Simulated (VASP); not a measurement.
A convergence study with VASP on TiO2 (rutile): one setting is varied, all else stays as given below, so the limit is that of these other settings.

```yaml
crystal:
  lattice:
    - [4.59000, 0.00000, 0.00000]
    - [0.00000, 4.59000, 0.00000]
    - [0.00000, 0.00000, 2.96000]
  atoms:
    - { symbol: Ti, position: [0.00000, 0.00000, 0.00000] }
    - { symbol: Ti, position: [0.50000, 0.50000, 0.50000] }
    - { symbol: O, position: [0.30500, 0.30500, 0.00000] }
    - { symbol: O, position: [0.80500, 0.19500, 0.50000] }
    - { symbol: O, position: [0.19500, 0.80500, 0.50000] }
    - { symbol: O, position: [0.69500, 0.69500, 0.00000] }
```

These are LDA (Ceperley-Alder, Perdew-Zunger), VASP's LDA PAW potentials (set 64) (plane waves; VASP) values and carry that method's errors. The tightest run used: 700 eV cut-off, 9×9×12 Monkhorst-Pack mesh, Gaussian smearing of 0.050 eV, potentials Ti_sv O.

```json
[
 {"setting": "1×1×1 mesh", "E (eV/atom)": "-8.7870", "pressure (GPa)": "6.76", "largest force (eV/Å)": "5.405", "irreducible k-points": "1"},
 {"setting": "2×2×2 mesh", "E (eV/atom)": "-9.8380", "pressure (GPa)": "-7.60", "largest force (eV/Å)": "0.329", "irreducible k-points": "1"},
 {"setting": "2×2×3 mesh", "E (eV/atom)": "-9.7776", "pressure (GPa)": "-6.93", "largest force (eV/Å)": "0.057", "irreducible k-points": "2"}
]
```

Problem. These are the cheaper rows. Estimate the results at 9×9×12 mesh, and how far the last row shown lies from them.

Solution. 
| quantity | tightest run | last row shown is off by |
|---|---|---|
| E (eV/atom) | -9.7941 | 0.0165 |
| pressure (GPa) | -7.11 | 0.18 |
| largest force (eV/Å) | 0.005 | 0.052 |

Left out are rungs that failed or repeat a setting and relaxations that didn't move; long series are thinned to 24 rows.

The compound is TiO2 in the rutile structure. The cell was not relaxed at this level, forces remain on its atoms.
